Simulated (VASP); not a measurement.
Energy against volume of NiAl (CsCl type). Computed with vdW-DF2, VASP's PBE PAW potentials (set 64) (plane waves; VASP). Run with 520 eV cut-off, 12×12×12 Γ-centred mesh, first-order Methfessel-Paxton smearing of 0.10 eV, potentials Al Ni.

```tsv
V (Å³/atom)	E (eV/atom)
11.901	-2.53208
12.281	-2.54870
12.661	-2.55366
13.041	-2.54873
```

Question: Fit these four points and predict the energy of the run at 13.420 Å³/atom.

Answer: A cubic in V^(−2/3), the third-order Birch-Murnaghan form, passes through the four points with V0 = 12.65 Å³/atom and B0 = 139 GPa, and gives -2.5354 eV/atom there. The run gave -2.5354 eV/atom, -0.0 meV/atom from the fit; all five points give B0 = 139 GPa.

The compound is NiAl in the CsCl type structure. It was relaxed first. The run is not spin-polarised, so no magnetic state was tried.
